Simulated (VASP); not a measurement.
# NaAg3 (Pm-3m) in VASP: a series of runs

One crystal, NaAg3, is run at these levels: LDA; tasks: single point.

All numbers are computed with VASP 6.6.1; they aren't measurements. Logs are shortened: lines on timing, memory, paths and dates and some standing lists are left out, and cuts for length are marked.

**1. Starting point**

It takes space group Pm-3m (No. 221, cubic). Conventional cell: a = 4.354 Å, b = 4.354 Å, c = 4.354 Å, α = 90.00°, β = 90.00°, γ = 90.00°. Na (site symmetry m-3m) is surrounded by 12 Ag at 3.08 Å. Around Ag (site symmetry 4/mmm) lie 4 Na at 3.08 Å and 8 Ag at 3.08 Å.

The cell comes from a database or a generator and needn't be the stable form of this composition.

**2. Single point, LDA**

Input file INCAR:

```
PREC     = Accurate       # precision mode
ENCUT    = 520            # plane-wave cutoff, eV
EDIFF    = 1E-7           # SCF threshold, eV
ISMEAR   = -1             # smearing method
SIGMA    = 0.05           # smearing width, eV
LREAL    = F              # projectors in reciprocal space
LASPH    = T              # aspherical terms in the spheres
NELM     = 100            # most SCF steps
ALGO     = Normal         # electronic algorithm
ISIF     = 2              # what is computed and relaxed
LWAVE    = F              # write WAVECAR
LCHARG   = F              # write CHGCAR
NBANDS   = 28             # bands
```

Input file KPOINTS:

```
Automatic mesh
0
Gamma
  6 6 6
```

Input file POSCAR:

```
NaAg3
1.0
    4.3544817918      0.0000000000      0.0000000000
    0.0000000000      4.3544817918      0.0000000000
    0.0000000000      0.0000000000      4.3544817918
Na Ag
1 3
Direct
    0.0000000000      0.0000000000      0.0000000000
    0.0000000000      0.5000000000      0.5000000000
    0.5000000000      0.0000000000      0.5000000000
    0.5000000000      0.5000000000      0.0000000000
```

Potentials or basis: VASP PAW LDA potentials, release 64 (Na_pv, Ag).

The run is started by

```bash
> cat potpaw_LDA.64/Na_pv/POTCAR potpaw_LDA.64/Ag/POTCAR > POTCAR
> mpirun -np 1 vasp_std > vasp.out
```

OUTCAR:

```text
PREC = Accurate
   ENCUT = 520
   EDIFF = 1E-7
   ISMEAR = -1
   LREAL = F
   LASPH = T
   NELM = 100
   ISIF = 2

 ion  position               nearest neighbor table
   1  0.000  0.000  0.000-   2 3.08   3 3.08   4 3.08   2 3.08   3 3.08   2 3.08   4 3.08   2 3.08
                             3 3.08   4 3.08   3 3.08   4 3.08
   2  0.000  0.500  0.500-   1 3.08   3 3.08   4 3.08   1 3.08   4 3.08   1 3.08   3 3.08   1 3.08
                             3 3.08   4 3.08   4 3.08   3 3.08
   3  0.500  0.000  0.500-   1 3.08   2 3.08   4 3.08   1 3.08   4 3.08   2 3.08   4 3.08   4 3.08
                             1 3.08   2 3.08   1 3.08   2 3.08
   4  0.500  0.500  0.000-   1 3.08   2 3.08   3 3.08   2 3.08   3 3.08   1 3.08   3 3.08   3 3.08
                             1 3.08   2 3.08   2 3.08   1 3.08

  LATTYP: Found a simple cubic cell.
 ALAT       =     4.3544817918

  Lattice vectors:

 A1 = (   4.3544817918,   0.0000000000,   0.0000000000)
 A2 = (   0.0000000000,   4.3544817918,   0.0000000000)
 A3 = (   0.0000000000,   0.0000000000,   4.3544817918)

Analysis of symmetry for initial positions (statically):
=====================================================================
 Subroutine PRICEL returns:
 Original cell was already a primitive cell.

 Routine SETGRP: Setting up the symmetry group for a
 simple cubic supercell.

 Subroutine GETGRP returns: Found 48 space group operations
 (whereof 48 operations were pure point group operations)
 out of a pool of 48 trial point group operations.

The static configuration has the point symmetry O_h .

Analysis of symmetry for dynamics (positions and initial velocities):
=====================================================================
 Subroutine PRICEL returns:
 Original cell was already a primitive cell.

 Routine SETGRP: Setting up the symmetry group for a
 simple cubic supercell.

 Subroutine GETGRP returns: Found 48 space group operations
 (whereof 48 operations were pure point group operations)
 out of a pool of 48 trial point group operations.

The dynamic configuration has the point symmetry O_h .

 Subroutine INISYM returns: Found 48 space group operations
 (whereof 48 operations are pure point group operations),
 and found     1 'primitive' translations

----------------------------------------------------------------------------------------

[... 89 lines left out ...]
   ENCUT  =  520.0 eV  38.22 Ry    6.18 a.u.   8.10  8.10  8.10*2*pi/ulx,y,z
   NELM   =    100;   NELMIN=  2; NELMDL= -5     # of ELM steps
   EDIFF  = 0.1E-06   stopping-criterion for ELM
   LREAL  =      F    real-space projection
   EDIFFG = 0.1E-05   stopping-criterion for IOM
   NSW    =      0    number of steps for IOM
   IBRION =     -1    ionic relax: 0-MD 1-quasi-New 2-CG
   NFREE  =      0    steps in history (QN), initial steepest desc. (CG)
   ISIF   =      2    stress and relaxation
   ISYM   =      2    0-nonsym 1-usesym 2-fastsym
   POTIM  = 0.5000    time-step for ionic-motion
   TEBEG  =    0.0;   TEEND  =   0.0 temperature during run
   PSTRESS=    0.0 pullay stress
   NELECT =      40.0000    total number of electrons
   NUPDOWN=      -1.0000    fix difference up-down
   EMIN   =  10.00;   EMAX   =-10.00  energy-range for DOS
   EFERMI =   0.00;   METHOD = LEGACY
   ISMEAR =    -1;   SIGMA  =   0.05  broadening in eV -4-tet -1-fermi 0-gaus
   EFERMI_NEDOS =   21; number of points for ismear=-14 and -15
   IALGO  =     38    algorithm
   IMIX   =      4    mixing-type and parameters
     AMIX     =   0.40;   BMIX     =  1.00
     AMIX_MAG =   1.60;   BMIX_MAG =  1.00
  volume/ion in A,a.u.               =      20.64       139.30
  Fermi-wavevector in a.u.,A,eV,Ry     =   1.285755  2.429725 22.492701  1.653167
  Thomas-Fermi vector in A             =   2.417871
   LORBIT       =      0    0 simple, 1 ext, 2 COOP (PROOUT), +10 PAW based schemes
   GGA     = CA    functional components
   LHFCALC =     F    Hartree Fock is set to
   AEXX    =    0.0000 exact exchange contribution
   IVDW    =     0    specifies the selected vdW correction
   LEPSILON=     F    determine dielectric tensor
   LRPA    =     F    only Hartree local field effects (RPA)
 non-spin polarized calculation
  energy-cutoff  :      520.00
  volume of cell :       82.57
 maximum number of plane-waves:      2272
   NGX = 17   NGY = 17   NGZ = 17

 number of electron      40.0000001 magnetization

 Free energy of the ion-electron system (eV)
  ---------------------------------------------------
  ext. energy  EPLUGINS =         0.00000000
  ---------------------------------------------------
  free energy    TOTEN  =       -12.08816358 eV

  energy without entropy =      -12.07204379  energy(sigma->0) =      -12.08010368

 E-fermi :   4.6705     XC(G=0): -10.7708

 val. band max:        4.6385840421   @ k =   0.3333   0.3333   0.1667
 cond. band min:       4.6787287890   @ k =   0.5000   0.5000   0.5000
 fundamental gap:      0.0401447469
 Fermi energy:         4.6705088281

 k-point     1 :       0.0000    0.0000    0.0000
  band No.  band energies     occupation
      1     -18.7892      2.00000
      2     -18.7892      2.00000
      3     -18.7892      2.00000
      4      -1.4094      2.00000
      5      -0.5785      2.00000
      6      -0.3605      2.00000
[... 609 lines left out ...]
     27      19.6772      0.00000
     28      19.7821      0.00000

------------------------ aborting loop because EDIFF is reached ----------------------------------------

  FORCE on cell =-STRESS in cart. coord.  units (eV):
  Direction    XX          YY          ZZ          XY          YZ          ZX
  --------------------------------------------------------------------------------------
  -------------------------------------------------------------------------------------
  Total       -4.9657035     -4.9657035     -4.9657035      0.0000000      0.0000000     -0.0000000
  in kB      -96.3567020    -96.3567020    -96.3567020      0.0000000      0.0000000     -0.0000000
  external PRESSURE =     -96.3567020 kB  Pullay stress =       0.0000000 kB

 VOLUME and BASIS-vectors are now :
 -----------------------------------------------------------------------------
  energy-cutoff  :      520.00
  volume of cell :       82.57
      direct lattice vectors                 reciprocal lattice vectors
     4.354481792  0.000000000  0.000000000     0.229648451  0.000000000  0.000000000
     0.000000000  4.354481792  0.000000000     0.000000000  0.229648451  0.000000000
     0.000000000  0.000000000  4.354481792     0.000000000  0.000000000  0.229648451

 POSITION                                       TOTAL-FORCE (eV/Angst)
 -----------------------------------------------------------------------------------
      0.00000      0.00000      0.00000         0.000000      0.000000      0.000000
      0.00000      2.17724      2.17724         0.000000      0.000000      0.000000
      2.17724      0.00000      2.17724         0.000000      0.000000      0.000000
      2.17724      2.17724      0.00000         0.000000      0.000000      0.000000
 -----------------------------------------------------------------------------------
    total drift:                                0.000000     -0.000000     -0.000000

  FREE ENERGIE OF THE ION-ELECTRON SYSTEM (eV)
  ---------------------------------------------------
  free  energy   TOTEN  =       -12.0881635776 eV

  energy  without entropy=      -12.0720437897  energy(sigma->0) =      -12.08010368
```

stdout:

```text
POSCAR found type information on POSCAR NaAg
 POSCAR found :  2 types and       4 ions
 scaLAPACK will be used
 LDA part: xc-table for (Slater(with rela. corr.)+CA(PZ))
 , standard interpolation
 POSCAR, INCAR and KPOINTS ok, starting setup
 FFT: planning ... GRIDC
 FFT: planning ... GRID_SOFT
 FFT: planning ... GRID
 WAVECAR not read
 entering main loop
```

It took 16 s on 1 thread of Intel Xeon Platinum 8488C (Sapphire Rapids), shared host; peak memory 0.17 GiB.

What came out:

| Property | Result |
| --- | --- |
| Free energy | -12.0882 eV |
| Pressure | -9.6 GPa |
| Band gap on the k mesh | none (metal or under the smearing width) |

Levels at points of the mesh, in eV from the Fermi level:
| k point | band 16 | band 17 | band 18 | band 19 | band 20 | band 21 | band 22 | band 23 | band 24 | band 25 |
| --- | --- | --- | --- | --- | --- | --- | --- | --- | --- | --- |
| (0.00, 0.00, 0.00) | -3.06 | -2.84 | -2.84 | -2.84 | 2.10 | 2.10 | 2.10 | 4.38 | 4.38 | 7.48 |
| (0.50, 0.00, 0.00) | -3.58 | -3.32 | -3.29 | -3.06 | -2.84 | 4.37 | 4.37 | 5.55 | 5.70 | 5.99 |
| (0.50, 0.50, 0.00) | -3.80 | -3.57 | -3.55 | -1.94 | -0.52 | -0.52 | -0.03 | 6.73 | 6.73 | 7.65 |
| (0.50, 0.50, 0.50) | -3.01 | -3.01 | -3.01 | 0.01 | 0.55 | 0.55 | 0.55 | 1.78 | 1.78 | 1.78 |

**3. Single point, LDA**

This run uses another cell than the first one, of 17.58 Å³/atom, 0.852 times its volume.

Input file INCAR:

```
SYSTEM = NaAg3
PREC = Accurate ; ENCUT = 520
EDIFF = 1E-6 ; ISMEAR = -1
SIGMA = 0.05 ; LREAL = .FALSE.
LASPH = .TRUE. ; NELM = 100
ALGO = Normal ; ISIF = 2
LWAVE = .FALSE. ; LCHARG = .FALSE.
NBANDS = 28
```

Input file KPOINTS:

```
Automatic mesh
0
G
  6 6 6
  0 0 0
```

Input file POSCAR:

```
NaAg3
1.0
    4.1278556607      0.0000000000      0.0000000000
    0.0000000000      4.1278556607      0.0000000000
    0.0000000000      0.0000000000      4.1278556607
Na Ag
1 3
Direct
    0.0000000000      0.0000000000      0.0000000000
    0.0000000000      0.5000000000      0.5000000000
    0.5000000000      0.0000000000      0.5000000000
    0.5000000000      0.5000000000      0.0000000000
```

Potentials or basis: VASP PAW LDA potentials, release 64 (Na_pv, Ag).

The run is started by

```bash
> cat potpaw_LDA.64/Na_pv/POTCAR potpaw_LDA.64/Ag/POTCAR > POTCAR
> mpirun -np 1 vasp_std > vasp.out
```

Wall time 15 s (1 thread of Intel Xeon Platinum 8488C (Sapphire Rapids), shared host); peak memory 0.16 GiB.

It converged, with:

```yaml
Free_energy: -12.6302 eV
Pressure: -3.3 GPa
Band_gap_on_the_k_mesh: none (metal or under the smearing width)
```

Levels at points of the mesh, in eV from the Fermi level:
```
           k point  band 17  band 18  band 19  band 20  band 21  band 22  band 23  band 24
(0.00, 0.00, 0.00)    -2.91    -2.91    -2.91     2.05     2.05     2.05     5.20     5.20
(0.50, 0.00, 0.00)    -3.71    -3.52    -3.49    -2.91     4.67     4.67     6.13     6.66
(0.50, 0.50, 0.00)    -3.86    -3.85    -2.31    -0.42    -0.42    -0.23     7.34     7.34
(0.50, 0.50, 0.50)    -3.12    -3.12    -0.43     0.29     0.29     0.29     2.33     2.33
```
